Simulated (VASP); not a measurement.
Method: PBEsol GGA, VASP's PBE PAW potentials (set 64) (plane waves; VASP).

VASP ran on this input.

### KPOINTS
```
Automatic mesh
0
Gamma
7 7 7
0 0 0
```

INCAR:
```
LCHARG  =  .False.
SYSTEM  =  CdS
ISMEAR  =  0   ! Gaussian
GGA  =  PS   ! PBEsol
LASPH  =  .True.
NELM  =  100
ISIF  =  3   ! ions, shape and volume
LMAXMIX  =  4   ! l cut-off of mixed one-centre charges
PREC  =  Accurate
EDIFF  =  1E-6   ! SCF stop (eV)
EDIFFG  =  -0.01   ! ionic stop
IBRION  =  2   ! conjugate gradients
LREAL  =  .False.   ! projection in real space or not
SIGMA  =  0.05   ! width (eV)
NSW  =  60
ALGO  =  Normal
ENCUT  =  400   ! plane-wave cut-off (eV)
LWAVE  =  .False.
```

File POSCAR:
```
CdS
1
    0.0000000000     2.9100000000     2.9100000000
    2.9100000000     0.0000000000     2.9100000000
    2.9100000000     2.9100000000     0.0000000000
Cd S
1 1
Direct
  0.0000000000   0.0000000000   0.0000000000
  0.2500000000   0.2500000000   0.2500000000
```

POTCAR, in this order: Cd S (PBE.64 set). Program: vasp_std.

Q: Estimate the energy per atom (σ→0), volume per atom, band gap (on the k-mesh).

A: 
```yaml
energy per atom (σ→0): -3.405 eV/atom
band gap (on the k-mesh): 1.01 eV
volume_per_atom: 24.72 Å³/atom
```

**OSZICAR**
```
...
       N       E                     dE             d eps       ncg     rms          rms(c)
DAV:   1    -0.681255363141E+01   -0.19313E-02   -0.38347E-02   560   0.273E+00    0.328E-01
DAV:   2    -0.681085831557E+01    0.16953E-02   -0.42343E-03   575   0.108E+00    0.119E-01
DAV:   3    -0.681068561524E+01    0.17270E-03   -0.49036E-04   555   0.270E-01    0.990E-02
DAV:   4    -0.681066500794E+01    0.20607E-04   -0.28068E-05   525   0.602E-02    0.198E-02
DAV:   5    -0.681066213326E+01    0.28747E-05   -0.56666E-06   535   0.397E-02    0.573E-03
DAV:   6    -0.681066196684E+01    0.16642E-06   -0.78869E-07   275   0.123E-02
   2 F= -.68106620E+01 E0= -.68106620E+01  d E =-.396793E-04
```

The compound is CdS in the zinc blende structure, a metastable form; wurtzite is the usual one. This run relaxes it. Symmetry was kept, so distortions that lower it aren't found.
